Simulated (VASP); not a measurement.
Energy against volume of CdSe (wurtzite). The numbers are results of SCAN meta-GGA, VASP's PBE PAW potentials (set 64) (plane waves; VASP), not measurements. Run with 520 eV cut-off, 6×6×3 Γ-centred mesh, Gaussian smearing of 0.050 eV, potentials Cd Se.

Shape and ions are relaxed at each volume.

```json
[
 {"V (Å³/atom)": "27.902", "E (eV/atom)": "-25.93385"},
 {"V (Å³/atom)": "28.765", "E (eV/atom)": "-25.93841"},
 {"V (Å³/atom)": "29.628", "E (eV/atom)": "-25.93448"},
 {"V (Å³/atom)": "30.491", "E (eV/atom)": "-25.92351"}
]
```

### Question
Fit these four points and predict the energy of the run at 27.039 Å³/atom.

### Answer
A cubic in V^(−2/3), the third-order Birch-Murnaghan form, passes through the four points with V0 = 28.77 Å³/atom and B0 = 52 GPa, and gives -25.9191 eV/atom there. The run gave -25.9192 eV/atom, -0.1 meV/atom from the fit; all five points give B0 = 52 GPa.

The compound is CdSe in the wurtzite structure. It was relaxed first.
